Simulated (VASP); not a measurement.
Consider the following.

```
KTaO3
1.0
    3.94664     0.00000     0.00000
    0.00000     3.94664     0.00000
    0.00000     0.00000     3.94664
K Ta O
1 1 3
Direct
  0.00000   0.00000   0.00000
  0.50000   0.50000   0.50000
  0.50000   0.00000   0.50000
  0.00000   0.50000   0.50000
  0.50000   0.50000   0.00000
```

Calculation: PBE GGA, VASP's PBE PAW potentials (set 64) (plane waves; VASP). Numerical set-up: 520 eV cut-off, 6×6×6 Γ-centred mesh, Gaussian smearing of 0.050 eV, potentials K_sv Ta_pv O.

Q: Give the stress tensor in GPa (positive for a compressed cell).

A: 
```
13.36   0.00   0.00
 0.00  13.36   0.00
 0.00   0.00  13.36
```
The pressure is its mean diagonal, 13.36 GPa.

The compound is KTaO3 in the cubic perovskite structure. This cell is one point of a volume scan, at 0.94 of the reference volume.
